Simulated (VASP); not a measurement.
Take BaTiO3 (tetragonal perovskite), without spin-orbit terms, in VASP with PAW potentials, and its band gap.

One run gives 1.78 eV. Which level is it?
A) vdW-DF-cx (own cell)
B) vdW-DF2 (own cell)
C) MS2 (own cell)

A, vdW-DF-cx (own cell).  The others give 1.69 (vdW-DF2 (own cell)), 2.10 (MS2 (own cell)).

Only levels that ran to the end are used. Left out are those held back, those with too coarse a band path, GW runs whose mesh misses a band edge, hybrids' fits of cells that aren't cubic and levels without matching references; a question may draw on a part of the rest.

The compound is BaTiO3 in the tetragonal perovskite structure.
